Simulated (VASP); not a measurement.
# Mg3Si4H2O12 (Talc) with PBEsol: from relaxation to properties, part 2 of 2

Wanted: the relaxed cell of Mg3Si4H2O12 (Talc) and its properties. The start is a cell from a database of measured crystal structures.

VASP 6.6.1; PBEsol; plane waves and PAW (Mg, Si, H, O).

So far, gap on the k-mesh (eV): step 2 (full relaxation (PBEsol)) 5.22; step 3 (second relaxation) 5.23; step 4 (density, ELF and potential (PBEsol)) 5.23; step 6 (density of states (PBEsol)) 5.23.

### Step 7. Dielectric tensor and Born charges (PBEsol)

The response to a static field gives the electronic dielectric tensor and the Born charges. It needs tightly converged orbitals, hence the small EDIFF.

The input, INCAR:

```
SYSTEM = Mg3Si4H2O12
PREC = Accurate
ENCUT = 520
EDIFF = 1E-08
NELM = 100
ISMEAR = 0
SIGMA = 0.01
LREAL = Auto
ALGO = Fast
GGA = PS
NBANDS = 69
LORBIT = 11
LWAVE = .FALSE.
LCHARG = .FALSE.
KPAR = 8
LEPSILON = .TRUE.
```

The input, POSCAR:

```
Mg3Si4H2O12
1.0
    5.3062335910      0.0013240405     -0.0001091413
    2.6470423934      4.5986763247     -0.0015736300
    1.4318331714      0.0756363837      9.5094615427
Mg Si H O
3 4 2 12
Direct
    0.0000000000      0.0000000000      0.0000000000
    0.3327420992      0.3336679293      0.0000812906
    0.6672579008      0.6663320707      0.9999187094
    0.2588204334      0.9949050573      0.2864523463
    0.7411795666      0.0050949427      0.7135476537
    0.5917058925      0.3284551229      0.2865506526
    0.4082941075      0.6715448771      0.7134493474
    0.9434739278      0.6652340162      0.2123475983
    0.0565260722      0.3347659838      0.7876524017
    0.6360072144      0.3314487828      0.1148851598
    0.3639927856      0.6685512172      0.8851148402
    0.9712554959      0.6652151427      0.1100001432
    0.0287445041      0.3347848573      0.8899998568
    0.3041166327      0.9974337901      0.1148362639
    0.6958833673      0.0025662099      0.8851637361
    0.9101067275      0.1379290169      0.3444879478
    0.0898932725      0.8620709831      0.6555120522
    0.3873804087      0.1831632470      0.3453335116
    0.6126195913      0.8168367530      0.6546664884
    0.4327805601      0.6607877724      0.3450296409
    0.5672194399      0.3392122276      0.6549703591
```

The input, KPOINTS:

```
Automatic mesh
0
Gamma
7 7 4
0 0 0
```

The projector-augmented-wave data sets are Mg, Si, H and O (PBE family, release 64).

Run with:

```console
$ mpirun -np 8 vasp_std
```

Elapsed: 49 min, on 8 MPI ranks of Intel Xeon Platinum 8259CL at 2.50GHz (Skylake/Cascade Lake), shared host; peak memory 27 GiB.

Energies printed during the response cycles are not total energies of the cell.

Numbers from this step:

```yaml
bands: 69
irreducible_k_points: 99
fermi_energy: 1.162 eV
pressure: 0.02446 GPa
```

Electronic dielectric tensor with local fields:

```
2.62 0.00 0.00
0.00 2.62 0.00
0.00 0.00 2.41
```

Born effective charge (e), principal values of the symmetric part by kind of site:

| atom | atoms with these values | low | middle | high | mean |
| --- | --- | --- | --- | --- | --- |
| Mg1 | 1 | 1.76 | 2.03 | 2.04 | 1.94 |
| Mg2 | 2 | 1.79 | 2.01 | 2.03 | 1.94 |
| Si4 | 2 | 2.61 | 3.42 | 3.45 | 3.16 |
| Si6 | 2 | 2.64 | 3.41 | 3.44 | 3.16 |
| H8 | 2 | 0.17 | 0.49 | 0.49 | 0.39 |
| O10 | 4 | -1.84 | -1.55 | -1.55 | -1.65 |
| O12 | 2 | -1.48 | -1.48 | -1.02 | -1.33 |
| O16 | 4 | -2.81 | -1.15 | -1.05 | -1.67 |
| O18 | 2 | -2.82 | -1.10 | -1.06 | -1.66 |

In full for O18:

```
-2.37 -0.76  0.00
-0.76 -1.50  0.00
-0.01  0.00 -1.10
```

The Born charges sum to zero; the printed set may have that rule imposed, so this is no test. The Born charge of O depends strongly on direction, from -2.82 to -1.02 e, beside a nominal -2.

### Step 8. Optical spectrum (PBEsol)

LOPTICS sums transitions from filled to empty bands. NBANDS is raised for it.

The input, INCAR:

```
SYSTEM = Mg3Si4H2O12
PREC = Accurate
ENCUT = 520
EDIFF = 1E-06
NELM = 100
ISMEAR = 0
SIGMA = 0.05
LREAL = Auto
ALGO = Fast
GGA = PS
NBANDS = 216
LORBIT = 11
LWAVE = .FALSE.
LCHARG = .FALSE.
KPAR = 8
LOPTICS = .TRUE.
NEDOS = 1500
CSHIFT = 0.1
```

POSCAR is that of step 7.

The input, KPOINTS:

```
Automatic mesh
0
Gamma
6 6 3
0 0 0
```

Run with:

```console
$ mpirun -np 8 vasp_std
```

It took 10 min on 8 MPI ranks; peak memory 21 GiB; 83 min of CPU time.

These are independent-particle spectra without excitons or local fields. Their onset and peaks carry the functional's gap error, and fine structure and low peaks depend on the mesh and on CSHIFT.

Numbers from this step:

```
bands                : 216
irreducible k-points : 56
Fermi energy         : 1.281 eV
pressure             : 0.02402 GPa
```

The imaginary dielectric function has structure finer than the step of the table below, so its rows give means over 1 eV, whole bins alone (the curve runs from 0 to 25.0 eV). Peaks (eV: height): xx 10.0: 3.72, 13.4: 3.96; yy 10.0: 4.01, 13.4: 3.85; zz 10.3: 3.74, 16.7: 3.11.

Imaginary dielectric function against photon energy; means over each step:

| photon energy (eV) | xx | yy | zz |
| --- | --- | --- | --- |
| 1 | 0.00266 | 0.00266 | 0.00240 |
| 2 | 0.00579 | 0.00579 | 0.00512 |
| 3 | 0.0101 | 0.0101 | 0.00861 |
| 4 | 0.0179 | 0.0180 | 0.0139 |
| 5 | 0.0823 | 0.0840 | 0.0246 |
| 6 | 0.380 | 0.383 | 0.117 |
| 7 | 0.609 | 0.605 | 0.605 |
| 8 | 1.02 | 1.01 | 0.980 |
| 9 | 2.08 | 2.00 | 1.49 |
| 10 | 3.36 | 3.52 | 2.89 |
| 11 | 2.45 | 2.35 | 3.54 |
| 12 | 2.02 | 2.07 | 3.12 |
| 13 | 3.33 | 3.26 | 2.45 |
| 14 | 3.07 | 3.12 | 2.22 |
| 15 | 2.58 | 2.61 | 2.54 |
| 16 | 1.73 | 1.74 | 2.74 |
| 17 | 1.68 | 1.64 | 2.83 |
| 18 | 1.74 | 1.75 | 2.09 |
| 19 | 1.52 | 1.49 | 1.16 |
| 20 | 1.17 | 1.16 | 0.765 |
| 21 | 0.845 | 0.855 | 0.735 |
| 22 | 0.709 | 0.727 | 0.697 |
| 23 | 0.642 | 0.653 | 0.568 |
| 24 | 0.494 | 0.478 | 0.500 |

Table of real dielectric function by photon energy:

| photon energy (eV) | xx | yy | zz |
| --- | --- | --- | --- |
| 0.0 | 2.68 | 2.68 | 2.67 |
| 0.5 | 2.69 | 2.69 | 2.67 |
| 1.0 | 2.70 | 2.70 | 2.68 |
| 1.5 | 2.71 | 2.71 | 2.70 |
| 2.0 | 2.74 | 2.74 | 2.72 |
| 2.5 | 2.77 | 2.77 | 2.75 |
| 3.0 | 2.82 | 2.82 | 2.79 |
| 3.5 | 2.87 | 2.87 | 2.84 |
| 4.0 | 2.95 | 2.95 | 2.90 |
| 4.5 | 3.05 | 3.05 | 2.97 |
| 5.0 | 3.22 | 3.22 | 3.08 |
| 5.5 | 3.43 | 3.44 | 3.22 |
| 6.0 | 3.31 | 3.32 | 3.44 |
| 6.5 | 3.53 | 3.52 | 3.73 |
| 7.0 | 3.64 | 3.64 | 3.83 |
| 7.5 | 3.74 | 3.74 | 3.69 |
| 8.0 | 3.82 | 3.80 | 3.83 |
| 8.5 | 4.24 | 4.22 | 3.90 |
| 9.0 | 4.37 | 4.36 | 4.07 |
| 9.5 | 3.90 | 4.20 | 4.19 |
| 10.0 | 3.01 | 2.93 | 4.52 |
| 10.5 | 1.91 | 1.65 | 3.13 |
| 11.0 | 1.62 | 1.78 | 2.57 |
| 11.5 | 1.91 | 1.91 | 1.99 |
| 12.0 | 2.24 | 2.28 | 1.29 |
| 12.5 | 2.74 | 2.71 | 1.22 |
| 13.0 | 2.54 | 2.47 | 1.38 |
| 13.5 | 1.07 | 1.22 | 1.21 |
| 14.0 | 0.917 | 0.954 | 1.30 |
| 14.5 | 0.598 | 0.629 | 1.43 |
| 15.0 | 0.228 | 0.129 | 1.60 |
| 15.5 | 0.0143 | -0.0282 | 1.06 |
| 16.0 | 0.173 | 0.164 | 0.730 |
| 16.5 | 0.495 | 0.410 | 0.812 |
| 17.0 | 0.437 | 0.506 | 0.0661 |
| 17.5 | 0.517 | 0.542 | -0.271 |
| 18.0 | 0.303 | 0.316 | -0.826 |
| 18.5 | 0.181 | 0.143 | -0.644 |
| 19.0 | 0.0272 | 0.00718 | -0.648 |
| 19.5 | -0.0456 | -0.0328 | -0.334 |
| 20.0 | -0.0948 | -0.0501 | -0.150 |
| 20.5 | -0.0705 | -0.0456 | 0.0452 |
| 21.0 | 0.0188 | -3.8e-4 | 0.103 |
| 21.5 | 0.0859 | 0.0987 | 0.150 |
| 22.0 | 0.180 | 0.192 | 0.131 |
| 22.5 | 0.192 | 0.190 | 0.138 |
| 23.0 | 0.211 | 0.173 | 0.235 |
| 23.5 | 0.185 | 0.168 | 0.238 |
| 24.0 | 0.271 | 0.235 | 0.271 |
| 24.5 | 0.299 | 0.313 | 0.312 |

Its static limit, 2.68, stands beside 2.55 from the response with local fields; local fields, the finite band count and the meshes make the difference. The mean of ε2 over directions passes 5 % of its top at 5.57 eV, against a least direct gap of 5.23 eV on this mesh, so the first direct transitions are weak, forbidden or few.

### Step 9. Results

| Item | Value |
| --- | --- |
| relaxed volume | 11.05 Å³/atom |
| relaxed conventional cell a, b, c | 5.306, 5.306, 9.617 Å; angles 81.4, 85.4, 60.1° |
| space group after relaxing, within 0.02 Å | P-1 (No. 2) |
| band gap | 5.23 eV, direct |
| gap among the points of the DOS mesh alone, an upper bound | 5.23 eV |
| electronic dielectric constant, mean | 2.55 |
| strongest peak of ε2, mean over directions | 10.1 eV |
| ε1 at zero frequency, no local fields, mean | 2.68 |

**Reading.** With PBEsol, Mg3Si4H2O12 (Talc) relaxes to 11.05 Å³/atom in space group P-1 (held by the symmetry of the run) and has a direct gap of 5.23 eV. Against the listed cell the volume lies +2.3 %. Bands along the symmetry lines (PBEsol): The path shows a direct gap of 5.23 eV (valence top at Γ, conduction bottom at Γ). Dielectric tensor and Born charges (PBEsol): The principal values of the electronic dielectric tensor with local fields are 2.41, 2.62 and 2.62. Dielectric tensor and Born charges (PBEsol): Mean Born effective charge: Mg1 1.94, Mg2 1.94, Si4 3.16, Si6 3.16, H8 0.39, O10 -1.65 e. Semilocal functionals usually underestimate gaps. The bonds form layers, and without a dispersion term the spacing between them, and what depends on it, is unreliable. No search among competing phases was made, and a listed structure need not be the one stable at ambient conditions. All values are for a static lattice at zero temperature.

[Lines on the potential files, build, host, timing and source positions are cut from VASP's logs without a mark.]

[Logs are printed without paths, hosts, clocks, repeated set-up lines and the standing remarks that a program may print on its own settings, such as how far it seeks lower states.]

[Hosts, paths, dates, database ids (printed as entryN), source tags and the programs' standing remarks are cut or masked in the printed files.]

[A measured line is paired with the nearest computed mode of its activity, which favours agreement.]

[In band tables of VASP the shares of atoms and orbitals are scaled to a sum of 1 inside the atoms' spheres.]
